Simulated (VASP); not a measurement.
VASP input:

### INCAR
```
SYSTEM = BAs
PREC = Accurate
ENCUT = 620
EDIFF = 1E-6
NELM = 100
ALGO = Normal
LREAL = .FALSE.
LASPH = .TRUE.
ISMEAR = 0
SIGMA = 0.05
GGA = PS
LMAXMIX = 4
LWAVE = .FALSE.
LCHARG = .FALSE.
IBRION = 2
ISIF = 3
NSW = 40
EDIFFG = -0.02
PSTRESS = 450
```

### KPOINTS
```
Automatic mesh
0
Gamma
8 8 4
0 0 0
```

### POSCAR
```
BAs
1
    3.1325833444     0.0000000000     0.0000000000
   -1.5662916721     2.7128975761    -0.0000000000
    0.0000000000     0.0000000000     5.2017969063
B As
2 2
Direct
  0.3333330000   0.6666670000   0.0011986059
  0.6666670000   0.3333330000   0.5011986059
  0.3333330000   0.6666670000   0.3738013941
  0.6666670000   0.3333330000   0.8738013941
```

POTCAR, in this order: B As (PBE.64 set). Program: vasp_std.

**Question.** Translate this PBEsol calculation to Ansatz.

**Answer.** One equivalent input (not run):
Ansatz 0.2 input:
```yaml
crystal:
  lattice:
    - [3.1325833, 0.0000000, 0.0000000]
    - [-1.5662917, 2.7128976, 0.0000000]
    - [0.0000000, 0.0000000, 5.2017969]
  atoms:
    - { symbol: B, position: [0.3333330, 0.6666670, 0.0011986] }
    - { symbol: B, position: [0.6666670, 0.3333330, 0.5011986] }
    - { symbol: As, position: [0.3333330, 0.6666670, 0.3738014] }
    - { symbol: As, position: [0.6666670, 0.3333330, 0.8738014] }
kpoints:
  mp_grid: { grid: [8, 8, 4] }
hamiltonian:
  xc: pbesol
  pseudopotentials: { kind: paw }
scf:
  occupations: { method: gaussian, width: 0.05 }
  max_iter: 100
relax:
  max_steps: 40
  f_tol: 0.02
  cell: { p_target: 45 }
output: { forces: true, stress: true, eigenvalues: true }
```
What does not carry over: each code has its own PAW files, so the cut-off isn't converted (ENCUT is set for VASP's; basis.ecutwfc is left out, and Ansatz then takes the one that its files recommend); Ansatz stops its SCF on the density residual and VASP on the energy change (EDIFF).

The structure was generated: BAs was put into the wurtzite type (P6_3mc), which need not be its known phase. It was relaxed first under an external pressure of 45 GPa.
